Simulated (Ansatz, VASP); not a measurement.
## Two plane-wave programs on Nb2AlC

```
CELL_PARAMETERS angstrom
3.07595 0.00000 0.00000
-1.53797 2.66385 0.00000
0.00000 0.00000 13.73597
ATOMIC_POSITIONS crystal
Al 0.33333 0.66667 0.75000
Al 0.66667 0.33333 0.25000
Nb 0.33333 0.66667 0.08929
Nb 0.66667 0.33333 0.58929
Nb 0.66667 0.33333 0.91071
Nb 0.33333 0.66667 0.41071
C 0.00000 0.00000 0.00000
C 0.00000 0.00000 0.50000
```

Alike in both runs: functional LDA; k mesh 15 × 15 × 4; occupations gaussian, width 0.1 eV; no spin polarisation.

Ansatz relaxed the structure, and its values are those at the end. VASP's run is a single point on that final structure, the one shown.

|  | VASP | Ansatz |
| --- | --- | --- |
| version | VASP 6.6.1 | Ansatz 0.2.0 |
| potentials or method | VASP PAW LDA potentials, release 64 (Al, Nb_sv, C) | scalar-relativistic, plane waves, PAW |
| plane-wave cutoff (eV) | 520 | 420 |
| valence electrons in the cell | 66 | 66 |

|  | VASP | Ansatz | Ansatz less VASP |
| --- | --- | --- | --- |
| gap on the k mesh at the Fermi level (eV) | none | none | - |
| pressure (GPa) | 0.0 | 0.0 | -0.09 |

A gap of «none» marks a metal or a gap that the smearing closes.
